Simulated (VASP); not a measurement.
Input:

```yaml
crystal:
  lattice:
    - [3.70318, 0.00000, 0.00000]
    - [-1.85159, 3.20705, 0.00000]
    - [0.00000, 0.00000, 6.33302]
  atoms:
    - { symbol: Ga, position: [0.00000, 0.00000, 0.00000] }
    - { symbol: Ga, position: [0.00000, 0.00000, 0.50000] }
    - { symbol: As, position: [0.33333, 0.66667, 0.25000] }
    - { symbol: As, position: [0.66667, 0.33333, 0.75000] }
```

Calculation: PBEsol GGA, VASP's PBE PAW potentials (set 64) (plane waves; VASP). Run with 400 eV cut-off, Gaussian smearing of 0.050 eV, potentials Ga_d As.

Q: Give the energies of bands 13 to 21 at the high-symmetry points, in eV from the Fermi level.

A: 
```tsv
band	Γ	M	K	A	L	H
13	-7.96	-6.93	-7.73	-4.94	-7.14	-6.81
14	-0.24	-5.12	-4.30	-4.94	-7.14	-6.81
15	-0.16	-4.63	-3.65	0.34	-1.91	-4.80
16	0.03	-4.20	-3.41	0.34	-1.91	-4.80
17	0.03	-2.41	-3.41	0.34	-1.47	-0.25
18	0.55	0.31	-3.03	0.34	-1.47	-0.25
19	0.55	1.36	-3.03	2.36	-0.44	0.69
20	2.78	1.57	5.49	2.36	-0.44	0.69
21	5.19	2.66	6.32	4.67	3.51	2.36
```

It has no gap at this level: it comes out as a metal or semimetal.

The structure was generated: GaAs was put into the NiAs type type (P6_3/mmc), which need not be its known phase. It was relaxed first, which changed the volume by +10 %.
